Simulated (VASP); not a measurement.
An input for Ansatz (written as the equivalent of a VASP run, and not itself run):

Ansatz 0.2 input:
```yaml
crystal:
  lattice:
    - [1.2298765, -2.1302087, 0.0000000]
    - [1.2298765, 2.1302087, 0.0000000]
    - [0.0000000, 0.0000000, 4.0720380]
  atoms:
    - { symbol: B, position: [0.6666670, 0.3333330, 0.5006450] }
    - { symbol: B, position: [0.3333330, 0.6666670, 0.0006450] }
    - { symbol: N, position: [0.6666670, 0.3333330, 0.8743550] }
    - { symbol: N, position: [0.3333330, 0.6666670, 0.3743550] }
kpoints:
  mp_grid: { grid: [10, 10, 6] }
hamiltonian:
  xc: pbesol
  pseudopotentials: { kind: paw }
scf:
  occupations: { method: gaussian, width: 0.05 }
  max_iter: 100
relax:
  max_steps: 40
  f_tol: 0.02
  cell: { p_target: 45 }
output: { forces: true, stress: true, eigenvalues: true }
```

Write the VASP files for the same calculation (PBEsol).

This is not unique; one that fits is 
File POSCAR:
```
BN
1
    1.2298764530    -2.1302087483    -0.0000000000
    1.2298764530     2.1302087483     0.0000000000
    0.0000000000     0.0000000000     4.0720380118
B N
2 2
Direct
  0.6666670000   0.3333330000   0.5006449908
  0.3333330000   0.6666670000   0.0006449908
  0.6666670000   0.3333330000   0.8743550092
  0.3333330000   0.6666670000   0.3743550092
```

**KPOINTS**
```
Regular mesh
0
gamma
10 10 6
0 0 0
```

INCAR:
```
SYSTEM  =  BN
PREC  =  Accurate; ENCUT  =  620; LREAL  =  .False.
LASPH  =  .True.
EDIFF  =  1E-6; NELM  =  100; ALGO  =  Normal
ISMEAR  =  0; SIGMA  =  0.05
GGA  =  PS
IBRION  =  2; NSW  =  40; ISIF  =  3
EDIFFG  =  -0.02; PSTRESS  =  450
LWAVE  =  .False.; LCHARG  =  .False.
```

POTCAR, in this order: B N (PBE.64 set). Program: vasp_std.

The two are equivalent in intent, not identical: each code has its own PAW files, so the cut-off isn't converted (ENCUT is set for VASP's; basis.ecutwfc is left out, and Ansatz then takes the one that its files recommend); Ansatz stops its SCF on the density residual and VASP on the energy change (EDIFF).

The compound is BN in the wurtzite structure, a metastable high-pressure form. It was relaxed first under an external pressure of 45 GPa.
